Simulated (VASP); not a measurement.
Here is the system:

```yaml
crystal:
  lattice:
    - [4.58214, 0.00000, 0.00000]
    - [0.00000, 4.58214, 0.00000]
    - [0.00000, 0.00000, 5.77388]
  atoms:
    - { symbol: Gd, position: [0.50000, 0.00000, 0.23680] }
    - { symbol: Gd, position: [0.00000, 0.50000, 0.76320] }
    - { symbol: P, position: [0.00000, 0.00000, 0.00000] }
    - { symbol: P, position: [0.50000, 0.50000, 0.00000] }
```
Cell charge +0.5.

The numbers are results of PBE GGA, VASP's PBE PAW potentials (set 64) (plane waves; VASP), not measurements. Run with NELECT = 27.5, 400 eV cut-off, 5×5×4 Γ-centred mesh, Gaussian smearing of 0.050 eV, potentials Gd_3 P.

The 4f electrons are frozen in the core of the lanthanide potential, so 4f levels, which can set the real gap, and their magnetism are missing. The cell is charged, with a uniform compensating background.

What does the run give for the energy per atom (σ→0), largest force, band gap (on the k-mesh) with the smallest direct gap where there is one?

```
Quantity                                                    Result
------------------------  ----------------------------------------
band gap (on the k-mesh)  none (metal, semimetal or under 0.01 eV)
energy per atom (σ→0)                               -5.844 eV/atom
largest force                                           0.207 eV/Å
```

Only differences to runs with the same potentials and settings are physical.

The structure was generated: GdP was put into the litharge type (P4/nmm), which need not be its known phase. The cell was not relaxed at this level. The run is one of a series of settings (NELECT = 27.5 against the base run), some of them coarse on purpose.
